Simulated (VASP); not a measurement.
Input of a VASP 6.6.1 run:

Contents of INCAR:

```
PREC = Accurate ; ENCUT = 520
EDIFF = 1E-7 ; ISMEAR = 0
SIGMA = 1.0 ; LREAL = F
LASPH = T ; NELM = 60
ALGO = Normal ; ISIF = 3
LWAVE = F ; LCHARG = F
GGA = PE ; IBRION = 2
NSW = 80 ; EDIFFG = -0.002
```

Contents of KPOINTS:

```
regular mesh
0
Gamma
  18 18 18
```

File POSCAR:

```
NbP                                     
1.0
   -1.6721305729      1.6721305729      5.7635698997
    1.6721305729     -1.6721305729      5.7635698997
    1.6721305729      1.6721305729     -5.7635698997
  Nb              P             
     2     2
Direct
     0.7497194107193313    0.7497194107193313    0.0000000000000000
     0.4997194107193314    0.9997194107193313    0.5000000000000000
     0.3329091592806657    0.3329091592806657    0.0000000000000000
     0.0829091692806666    0.5829091692806666    0.5000000000000000
```

Potentials or basis: VASP PAW PBE potentials, release 64 (Nb_sv, P).

Command:

```sh
$ cat potpaw_PBE.64/Nb_sv/POTCAR potpaw_PBE.64/P/POTCAR > POTCAR
$ mpirun -np 1 vasp_std > vasp.out
```

Q: What does it give for the band gap on the k mesh?

A: None (metal or under the smearing width).

Final structure:
```cif
data_structure
_symmetry_space_group_name_H-M 'P 1'
_symmetry_Int_Tables_number 1
_cell_length_a 6.2298
_cell_length_b 6.2298
_cell_length_c 6.2298
_cell_angle_alpha 148.861
_cell_angle_beta 148.861
_cell_angle_gamma 44.616
_cell_volume 64.46
loop_
_atom_site_label
_atom_site_type_symbol
_atom_site_fract_x
_atom_site_fract_y
_atom_site_fract_z
_atom_site_occupancy
Nb1 Nb 0.74972 0.74972 0.00000 1
Nb2 Nb 0.49972 0.99972 0.50000 1
P1 P 0.33291 0.33291 0.00000 1
P2 P 0.08291 0.58291 0.50000 1
```

Caveat: the relaxation stopped at its first step, so nothing moved.
